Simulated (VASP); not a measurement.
An input for Quantum ESPRESSO's pw.x (written as the equivalent of a VASP run, and not itself run):

```
&CONTROL
  calculation = 'scf'
  pseudo_dir = './pseudo'
  outdir = './out'
  tprnfor = .true.
  tstress = .true.
/
&SYSTEM
  ibrav = 0
  nat = 2
  ntyp = 2
  ecutwfc = 82
  occupations = 'smearing'
  smearing = 'methfessel-paxton'
  degauss = 0.00735
  input_dft = 'pbe'
/
&ELECTRONS
  conv_thr = 7.3e-09
  electron_maxstep = 100
/
ATOMIC_SPECIES
  Nb 92.906 Nb.upf
  C 12.011 C.upf
CELL_PARAMETERS angstrom
     0.0000000    2.2852640    2.2852640
     2.2852640    0.0000000    2.2852640
     2.2852640    2.2852640    0.0000000
ATOMIC_POSITIONS crystal
  Nb   0.0000000  0.0000000  0.0000000
  C    0.5000000  0.5000000  0.5000000
K_POINTS automatic
  14 14 14 0 0 0
```

Question: Write the VASP files for the same calculation (PBE).

Answer: This is not unique; one that fits is 
### INCAR
```
SYSTEM = NbC
PREC = Accurate
ENCUT = 520
EDIFF = 1E-7
NELM = 100
ALGO = Normal
LREAL = .FALSE.
LASPH = .TRUE.
ISMEAR = 1
SIGMA = 0.1
GGA = PE
LMAXMIX = 4
LWAVE = .FALSE.
LCHARG = .FALSE.
ISIF = 2
```

**POSCAR**
```
NbC
4.5705280
  0.0000000000   0.5000000069   0.5000000069
  0.5000000069   0.0000000000   0.5000000069
  0.5000000069   0.5000000069   0.0000000000
Nb C
1 1
Cart
  0.0000000000   0.0000000000   0.0000000000
  0.5000000069   0.5000000069   0.5000000069
```

KPOINTS:
```
Automatic mesh
0
Gamma
14 14 14
0 0 0
```

POTCAR, in this order: Nb_sv C (PBE.64 set). Program: vasp_std.

What does not carry over: the potentials are each code's own (VASP's PAW set, PseudoDojo norm-conserving files in pw.x), so ENCUT and ecutwfc are chosen apart and not converted; conv_thr bounds pw.x's estimated SCF error, while EDIFF bounds the energy change between steps.

The compound is NbC in the rock salt structure. This cell is one point of a volume scan, at 1.06 of the reference volume.
